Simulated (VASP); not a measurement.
Output of a VASP run:

### OSZICAR
```
       N       E                     dE             d eps       ncg     rms          rms(c)
DAV:   1     0.482243135535E+02    0.48224E+02   -0.38152E+03   752   0.882E+02
DAV:   2     0.243143757117E+00   -0.47981E+02   -0.47836E+02   760   0.229E+02
DAV:   3    -0.101169115311E+01   -0.12548E+01   -0.12482E+01  1224   0.339E+01
DAV:   4    -0.102773620466E+01   -0.16045E-01   -0.16038E-01  1200   0.364E+00
DAV:   5    -0.102789770637E+01   -0.16150E-03   -0.16150E-03  1280   0.216E-01    0.237E+00
DAV:   6    -0.102756486801E+01    0.33284E-03   -0.19049E-03  1184   0.345E-01    0.148E+00
DAV:   7    -0.102784513344E+01   -0.28027E-03   -0.36096E-03  1120   0.455E-01    0.613E-02
DAV:   8    -0.102788336771E+01   -0.38234E-04   -0.21490E-04  1200   0.194E-01    0.251E-02
DAV:   9    -0.102789854158E+01   -0.15174E-04   -0.11434E-05  1096   0.343E-02    0.161E-02
DAV:  10    -0.102789759815E+01    0.94342E-06   -0.46800E-06  1216   0.199E-02    0.178E-03
DAV:  11    -0.102789748440E+01    0.11375E-06   -0.60159E-08  1064   0.296E-03    0.858E-04
DAV:  12    -0.102789735048E+01    0.13392E-06   -0.99174E-09   840   0.876E-04    0.106E-04
DAV:  13    -0.102789736485E+01   -0.14365E-07   -0.71074E-10   736   0.224E-04
   1 F= -.11572257E+01 E0= -.11568696E+01  d E =-.106832E-02
```

**OUTCAR**
```
------------------------ aborting loop because EDIFF is reached ----------------------------------------
 Edisp (eV)   -0.12933
  FORCE on cell =-STRESS in cart. coord.  units (eV):
  Direction    XX          YY          ZZ          XY          YZ          ZX
  --------------------------------------------------------------------------------------
  Total       0.11766     0.11766     0.11766     0.00000     0.00000     0.00000
  in kB       2.91975     2.91975     2.91975     0.00000     0.00000     0.00000
  external pressure =        2.92 kB  Pullay stress =        0.00 kB
  volume of cell :       64.56
      direct lattice vectors                 reciprocal lattice vectors
    -2.527215396  2.527215396  2.527215396     0.000000000  0.197846215  0.197846215
     2.527215396 -2.527215396  2.527215396     0.197846215  0.000000000  0.197846215
     2.527215396  2.527215396 -2.527215396     0.197846215  0.197846215  0.000000000
 POSITION                                       TOTAL-FORCE (eV/Angst)
 -----------------------------------------------------------------------------------
      0.00000      0.00000      0.00000         0.000000     -0.000000      0.000000
 -----------------------------------------------------------------------------------
    total drift:                               -0.000000      0.000000      0.000000
  FREE ENERGIE OF THE ION-ELECTRON SYSTEM (eV)
  ---------------------------------------------------
  free  energy   TOTEN  =        -1.1572257171 eV

  energy  without entropy=       -1.1561573952  energy(sigma->0) =       -1.15686961
```
(Selected blocks of OUTCAR.)

### POSCAR
```
K
1
   -2.5272153960     2.5272153960     2.5272153960
    2.5272153960    -2.5272153960     2.5272153960
    2.5272153960     2.5272153960    -2.5272153960
K
1
Direct
  0.0000000000   0.0000000000   0.0000000000
```

Task: Reconstruct the remaining input files.

Result: One answer among several that fit: the input of the run itself, PBE GGA with D3 dispersion (Becke-Johnson damping), plane waves, VASP's PBE PAW potentials (set 64).

**KPOINTS**
```
Automatic mesh
0
Gamma
10 10 10
0 0 0
```

INCAR:
```
SYSTEM = K
PREC = Accurate
ENCUT = 520
EDIFF = 1E-7
NELM = 100
ALGO = Normal
LREAL = .FALSE.
LASPH = .TRUE.
ISMEAR = 1
SIGMA = 0.1
GGA = PE
IVDW = 12
LWAVE = .FALSE.
LCHARG = .FALSE.
ISIF = 2
```

POTCAR, in this order: K_sv (PBE.64 set). Program: vasp_std.

The compound is K in the bcc structure. This cell is one point of a volume scan, at 0.94 of the reference volume.
